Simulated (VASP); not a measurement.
These are PBEsol GGA, VASP's PBE PAW potentials (set 64) (plane waves; VASP) values and carry that method's errors.

The input files of a VASP run:

File POSCAR:
```
Mg
1
    1.6050000000    -2.7799420000     0.0000000000
    1.6050000000     2.7799420000     0.0000000000
    0.0000000000     0.0000000000     5.2100000000
Mg
2
Direct
  0.3333330000   0.6666670000   0.2500000000
  0.6666670000   0.3333330000   0.7500000000
```

**INCAR**
```
ALGO = Normal
EDIFF = 1E-6
EDIFFG = -0.01
ENCUT = 400
GGA = PS
IBRION = 2
ISIF = 3
ISMEAR = 1
LASPH = T
LCHARG = F
LREAL = F
LWAVE = F
NELM = 100
NSW = 60
PREC = Accurate
SIGMA = 0.1
SYSTEM = Mg
```

KPOINTS:
```
Automatic mesh
0
Gamma
12 12 7
0 0 0
```

POTCAR, in this order: Mg (PBE.64 set). Program: vasp_std.

Problem. What will the output report for the number of irreducible k-points (NKPTS), number of bands (NBANDS), largest plane-wave count, number of space-group operations, FFT grid (NGX, NGY, NGZ)?

Solution. 
```yaml
number of irreducible k-points (NKPTS): 76
number of bands (NBANDS): 6
largest_plane_wave_count: 860
number_of_space_group_operations: 24
FFT grid (NGX, NGY, NGZ): 24 × 24 × 36
```

The compound is Mg in the hcp structure. This run relaxes it. Symmetry was kept, so distortions that lower it aren't found.
